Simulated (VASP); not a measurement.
Given:

```
GdN
1.0
    0.00000     2.46954     2.46954
    2.46954     0.00000     2.46954
    2.46954     2.46954     0.00000
Gd N
1 1
Direct
  0.00000   0.00000   0.00000
  0.50000   0.50000   0.50000
```

All values below come from PBE GGA with D3 dispersion (zero damping), VASP's PBE PAW potentials (set 64) (plane waves; VASP). Settings: 520 eV cut-off, Gaussian smearing of 0.050 eV, potentials Gd_3 N.

The 4f electrons are frozen in the core of the lanthanide potential, so 4f levels, which can set the real gap, and their magnetism are missing.

Q: Give the energies of bands 5 to 10 at the high-symmetry points, in eV from the Fermi level.

A: 
```json
[
 {"band": "5", "Γ": "0.02", "X": "-1.01", "U": "-2.11", "L": "-4.11", "W": "-2.21"},
 {"band": "6", "Γ": "0.02", "X": "-0.21", "U": "-1.26", "L": "-2.36", "W": "-1.24"},
 {"band": "7", "Γ": "0.02", "X": "-0.21", "U": "-1.20", "L": "-2.36", "W": "-1.24"},
 {"band": "8", "Γ": "3.05", "X": "-0.05", "U": "2.33", "L": "5.68", "W": "3.93"},
 {"band": "9", "Γ": "3.05", "X": "7.29", "U": "6.35", "L": "6.61", "W": "3.93"},
 {"band": "10", "Γ": "3.05", "X": "7.36", "U": "7.43", "L": "6.61", "W": "7.60"}
]
```

It has no gap at this level: it comes out as a metal or semimetal.

The compound is GdN in the rock salt structure. It was relaxed first.
